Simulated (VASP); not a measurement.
```
C
1.0
     0.00000    1.78350    1.78350
     1.78350    0.00000    1.78350
     1.78350    1.78350    0.00000
C
2
Direct
  0.00000 0.00000 0.00000
  0.25000 0.25000 0.25000
```

```yaml
orbitals: LDA
datasets: PAW potentials of the _GW family
k_mesh: 6×6×6
bands_in_all: 114
response_cutoff: 180 eV
wave_cutoff: 414 eV
frequencies: real axis, 200 points
long-wave_heads: k·p
q_→_0_term: probe-charge (Ewald) weight
potentials: C_GW
band_sums: cut at the band count
```

Program: VASP. The Kohn-Sham gap (from Γ to k = (1/3, 1/3, 0)) is 4.10 eV.

(1) Estimate the linearised G0W0 gap between these edges.

Results:

(1) 5.44 eV, a change of +1.34 eV. The valence edge moves by -0.60 eV (Z = 0.82) and the conduction edge by +0.74 eV (Z = 0.84).

Points k are given in fractions of the reciprocal vectors. Band sums or response are cut, so the gap isn't at its basis limit. The gap is read among the points solved; the crystal's band edges can lie elsewhere.
